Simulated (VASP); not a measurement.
Data:

```yaml
crystal:
  lattice:
    - [3.86062, 0.00000, 0.00000]
    - [0.00000, 3.86062, 0.00000]
    - [0.00000, 0.00000, 3.86062]
  atoms:
    - { symbol: Sr, position: [0.00000, 0.00000, 0.00000] }
    - { symbol: V, position: [0.50000, 0.50000, 0.50000] }
    - { symbol: O, position: [0.50000, 0.00000, 0.50000] }
    - { symbol: O, position: [0.00000, 0.50000, 0.50000] }
    - { symbol: O, position: [0.50000, 0.50000, 0.00000] }
```

Level of theory: vdW-DF-cx, VASP's PBE PAW potentials (set 64) (plane waves; VASP). Numerical set-up: 520 eV cut-off, 8×8×8 Γ-centred mesh, first-order Methfessel-Paxton smearing of 0.10 eV, potentials Sr_sv V_sv O.

Question: What does the run give for the energy per atom (σ→0), pressure, band gap (on the k-mesh) with the smallest direct gap where there is one?

Answer: 
```json
{
  "band gap (on the k-mesh)": "none (metal, semimetal or under 0.01 eV)",
  "energy per atom (σ→0)": "-6.031 eV/atom",
  "pressure": "-53.7 kbar"
}
```

The compound is SrVO3 in the cubic perovskite structure. This cell is one point of a volume scan, at 1.03 of the reference volume. The run is not spin-polarised, so no magnetic state was tried. The electron count is odd and the run is not spin-polarised, which forces a metal.
